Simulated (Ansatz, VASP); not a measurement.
# Two plane-wave programs on GaB4

```
Ga B
1.0
     3.73140    0.00000    0.00000
     0.00000    3.73140    0.00000
     0.00000    0.00000    3.73140
Ga B
1 4
Cartesian
  1.8657 1.8657 1.8657
  3.1169 3.1169 3.1169
  0.6145 0.6145 3.1169
  0.6145 3.1169 0.6145
  3.1169 0.6145 0.6145
```

Alike in both runs: functional PBE; k mesh 6 × 6 × 6; occupations gaussian, width 0.1 eV; no spin polarisation.

Ansatz relaxed the structure, and its values are those at the end. VASP's run is a single point on that final structure, the one shown.

|  | VASP | Ansatz |
| --- | --- | --- |
| version | VASP 6.6.1 | Ansatz 0.2.0 |
| potentials or method | VASP PAW PBE potentials, release 64 (Ga_d, B) | scalar-relativistic, plane waves, PAW |
| plane-wave cutoff (eV) | 520 | 420 |
| valence electrons in the cell | 25 | 25 |

VASP gave:

- gap on the k mesh at the Fermi level (eV): none
- pressure (GPa): -0.1
- rms of the force components (eV/Å): 0.015

Task: What did Ansatz give for the same quantities?

Result: gap on the k mesh at the Fermi level (eV): none; pressure (GPa): -0.2; rms of the force components (eV/Å): 0.006.

A gap of «none» marks a metal or a gap that the smearing closes. With one functional, cell and mesh, what is left measures potentials, basis and numerics.
